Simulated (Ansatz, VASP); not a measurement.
BiSbS in VASP and in Ansatz

File INCAR:

```
SYSTEM = BiSbS
PREC = Accurate
ENCUT = 600
EDIFF = 1E-6
ISMEAR = 0
SIGMA = 0.1
LREAL = .FALSE.
LASPH = .TRUE.
NELM = 100
ALGO = Normal
ISIF = 3
LWAVE = .FALSE.
LCHARG = .FALSE.
GGA = PE
IBRION = 2
NSW = 90
EDIFFG = -0.04
```

File KPOINTS:

```
Automatic mesh
0
G
  6 6 4
  0 0 0
```

File POSCAR:

```
BiSbS
1.0
    4.6405197900      0.0000000000      0.0000000000
   -2.3202599000      4.0188080300      0.0000000000
    0.0000000000      0.0000000000      4.6606438100
Sb Bi S
1 1 1
Direct
    0.3333333300      0.6666666700      0.5000000000
    0.6666666700      0.3333333300      0.5000000000
    0.0000000000      0.0000000000      0.0000000000
```

Input for Ansatz:

```yaml
crystal:
  lattice:
    - [4.64051979, 0.0, 0.0]
    - [-2.3202599, 4.01880803, 0.0]
    - [0.0, 0.0, 4.66064381]
  atoms:
    - { symbol: Sb, position: [0.33333333, 0.66666667, 0.5] }
    - { symbol: Bi, position: [0.66666667, 0.33333333, 0.5] }
    - { symbol: S, position: [0.0, 0.0, 0.0] }
basis:
  ecutwfc: 420
kpoints:
  mp_grid: { grid: [6, 6, 4] }
hamiltonian:
  xc: pbe
scf:
  occupations: { method: gaussian, width: 0.1 }
  lower_state_search: "off"
output:
  forces: true
  stress: true
  eigenvalues: true
relax:
  adjacent_minimum: "off"
  f_tol: 0.04
  max_steps: 70
  cell: { stress_tol: 0.4 }
```

Change from the starting cell: species swapped into the CeCuSi type (P-6m2, No. 187).

Alike in both runs: task relaxation of cell and atoms; functional PBE; k mesh 6 × 6 × 4; occupations gaussian, width 0.1 eV; no spin polarisation.

|  | VASP | Ansatz |
| --- | --- | --- |
| version | VASP 6.6.1 | Ansatz 0.2.0 |
| potentials or method | VASP PAW PBE potentials, release 64 (Sb, Bi_d, S) | scalar-relativistic, plane waves, PAW |
| plane-wave cutoff (eV) | 600 | 420 |
| valence electrons in the cell | 26 | 36 |

VASP gave:

| Property | Result |
| --- | --- |
| gap on the k mesh at the Fermi level, each at its own relaxed structure (eV) | none |
| relaxed volume (Å³/atom) | 26.30 |
| relaxed cell length with the largest relative difference (Å) | 3.491 |
| energy change over the relaxation (meV/atom) | -497 |

Problem. Estimate Ansatz's values.

Solution. gap on the k mesh at the Fermi level, each at its own relaxed structure (eV): none; relaxed volume (Å³/atom): 26.31; relaxed cell length with the largest relative difference (Å): 3.493; energy change over the relaxation (meV/atom): -499.

A gap of «none» marks a metal or a gap that the smearing closes. The two sets of potentials don't hold the same shells in valence.

Caveats: spin-orbit coupling is left out, which moves the levels of the heavy elements.
